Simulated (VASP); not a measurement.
Output of a VASP run:

File OSZICAR:
```
...
DAV:   6    -0.205608248220E+02    0.30274E+01   -0.13420E+01  2816   0.274E+01    0.109E+01
DAV:   7    -0.204793081563E+02    0.81517E-01   -0.51138E-01  2908   0.612E+00    0.749E+00
DAV:   8    -0.204701346022E+02    0.91736E-02   -0.10534E-01  2716   0.305E+00    0.143E+00
DAV:   9    -0.204672586527E+02    0.28759E-02   -0.23384E-02  3024   0.102E+00    0.507E-01
DAV:  10    -0.204673839271E+02   -0.12527E-03   -0.17455E-03  2868   0.530E-01    0.325E-01
DAV:  11    -0.204672570836E+02    0.12684E-03   -0.46975E-04  2820   0.173E-01    0.194E-02
DAV:  12    -0.204672549553E+02    0.21283E-05   -0.71686E-06  3340   0.324E-02    0.103E-02
DAV:  13    -0.204672547507E+02    0.20458E-06   -0.21126E-07  1492   0.464E-03
   1 F= -.16033117E+02 E0= -.16033071E+02  d E =-.160331E+02
       N       E                     dE             d eps       ncg     rms          rms(c)
DAV:   1    -0.210127573912E+02   -0.54550E+00   -0.40176E+01  2508   0.756E+01    0.179E+01
DAV:   2    -0.199825162072E+02    0.10302E+01   -0.20264E+00  2552   0.188E+01    0.516E+00
DAV:   3    -0.198174780574E+02    0.16504E+00   -0.13647E+00  3496   0.100E+01    0.227E+00
DAV:   4    -0.198453391359E+02   -0.27861E-01   -0.25582E-02  2876   0.177E+00    0.966E-01
DAV:   5    -0.198632438812E+02   -0.17905E-01   -0.29347E-02  3500   0.113E+00    0.626E-01
DAV:   6    -0.198684374403E+02   -0.51936E-02   -0.55448E-03  4040   0.554E-01    0.130E-01
DAV:   7    -0.198686359290E+02   -0.19849E-03   -0.17771E-04  2828   0.146E-01    0.497E-02
DAV:   8    -0.198686572750E+02   -0.21346E-04   -0.28627E-05  3624   0.651E-02    0.942E-03
DAV:   9    -0.198686594976E+02   -0.22226E-05   -0.21787E-06  2040   0.185E-02    0.224E-03
DAV:  10    -0.198686595189E+02   -0.21237E-07   -0.27015E-07  1372   0.539E-03
   2 F= -.15892827E+02 E0= -.15892640E+02  d E =0.140289E+00
       N       E                     dE             d eps       ncg     rms          rms(c)
DAV:   1    -0.208695149068E+02   -0.10009E+01   -0.20196E+01  2512   0.559E+01    0.120E+01
DAV:   2    -0.204587419424E+02    0.41077E+00   -0.16025E+00  2648   0.156E+01    0.389E+00
DAV:   3    -0.203376953788E+02    0.12105E+00   -0.53810E-01  3460   0.667E+00    0.110E+00
DAV:   4    -0.203500081722E+02   -0.12313E-01   -0.15294E-02  3012   0.112E+00    0.681E-01
DAV:   5    -0.203614367533E+02   -0.11429E-01   -0.27746E-02  3508   0.907E-01    0.154E-01
DAV:   6    -0.203617577335E+02   -0.32098E-03   -0.68470E-04  3028   0.219E-01    0.115E-01
DAV:   7    -0.203618039669E+02   -0.46233E-04   -0.58608E-04  3988   0.223E-01    0.100E-01
DAV:   8    -0.203618337741E+02   -0.29807E-04   -0.14067E-04  3568   0.870E-02    0.173E-02
DAV:   9    -0.203618332318E+02    0.54226E-06   -0.89352E-06  2868   0.336E-02
   3 F= -.16055681E+02 E0= -.16055653E+02  d E =-.225644E-01
       N       E                     dE             d eps       ncg     rms          rms(c)
DAV:   1    -0.203579984944E+02    0.38353E-02   -0.27398E-03  2520   0.635E-01    0.133E-01
DAV:   2    -0.203579305243E+02    0.67970E-04   -0.18315E-04  2584   0.174E-01    0.386E-02
DAV:   3    -0.203579149038E+02    0.15620E-04   -0.77504E-05  3496   0.802E-02    0.179E-02
DAV:   4    -0.203579171582E+02   -0.22544E-05   -0.18563E-06  2680   0.144E-02    0.891E-03
DAV:   5    -0.203579191284E+02   -0.19702E-05   -0.26283E-06  2248   0.989E-03    0.362E-03
DAV:   6    -0.203579195921E+02   -0.46374E-06   -0.12467E-07  1296   0.375E-03
   4 F= -.16055703E+02 E0= -.16055675E+02  d E =-.225867E-01
```

File OUTCAR:
```
------------------------ aborting loop because EDIFF is reached ----------------------------------------
  FORCE on cell =-STRESS in cart. coord.  units (eV):
  Direction    XX          YY          ZZ          XY          YZ          ZX
  --------------------------------------------------------------------------------------
  Total        4.3004504      4.3004504      4.3004504      0.0000000     -0.0000000      0.0000000
  in kB      299.8768687    299.8768687    299.8768687      0.0000000     -0.0000000      0.0000000
  external PRESSURE =      -0.1231313 kB  Pullay stress =     300.0000000 kB
  volume of cell :       22.98
      direct lattice vectors                 reciprocal lattice vectors
    -0.000000000  2.256405705  2.256405705    -0.221591356  0.221591356  0.221591356
     2.256405705 -0.000000000  2.256405705     0.221591356 -0.221591356  0.221591356
     2.256405705  2.256405705 -0.000000000     0.221591356  0.221591356 -0.221591356
 POSITION                                       TOTAL-FORCE (eV/Angst)
 -----------------------------------------------------------------------------------
      2.25641     -0.00000      2.25641        -0.000000     -0.000000     -0.000000
      2.25641      2.25641      2.25641         0.000000      0.000000      0.000000
 -----------------------------------------------------------------------------------
    total drift:                                0.000000      0.000000      0.000000
  FREE ENERGIE OF THE ION-ELECTRON SYSTEM (eV)
  ---------------------------------------------------
  free  energy   TOTEN  =       -20.3579195921 eV

  energy  without entropy=      -20.3578355234  energy(sigma->0) =      -20.35789157
  enthalpy is  TOTEN    =       -16.0557033541 eV   P V=        4.3022162380

 reached required accuracy - stopping structural energy minimisation
```
(Selected blocks of OUTCAR.)

**POSCAR**
```
ZrC
1
    0.0000000000     2.2792371568     2.2792371568
    2.2792371568     0.0000000000     2.2792371568
    2.2792371568     2.2792371568     0.0000000000
Zr C
1 1
Direct
  0.0000000000   0.0000000000   0.0000000000
  0.5000000000   0.5000000000   0.5000000000
```

Task: Reconstruct the remaining input files.

Result: Several could match; the one computed here: the input of the run itself, PBEsol GGA, plane waves, VASP's PBE PAW potentials (set 64).

### INCAR
```
# general
SYSTEM  = ZrC
PREC    = Accurate
ENCUT   = 620
LREAL   = .FALSE.
LASPH   = .TRUE.

# electronic loop
EDIFF   = 1E-6
NELM    = 100
ALGO    = Normal
LMAXMIX = 4

# smearing
ISMEAR  = 1
SIGMA   = 0.1

# functional
GGA     = PS

# ions
IBRION  = 2
NSW     = 40
ISIF    = 3
EDIFFG  = -0.02
PSTRESS = 300

# output
LWAVE   = .FALSE.
LCHARG  = .FALSE.
```

### KPOINTS
```
Automatic mesh
0
Gamma
14 14 14
0 0 0
```

POTCAR, in this order: Zr_sv C (PBE.64 set). Program: vasp_std.

Energy and stress use the plane-wave basis of the starting cell.

The compound is ZrC in the rock salt structure. This run relaxes it under an external pressure of 30 GPa. Symmetry was kept, so distortions that lower it aren't found.
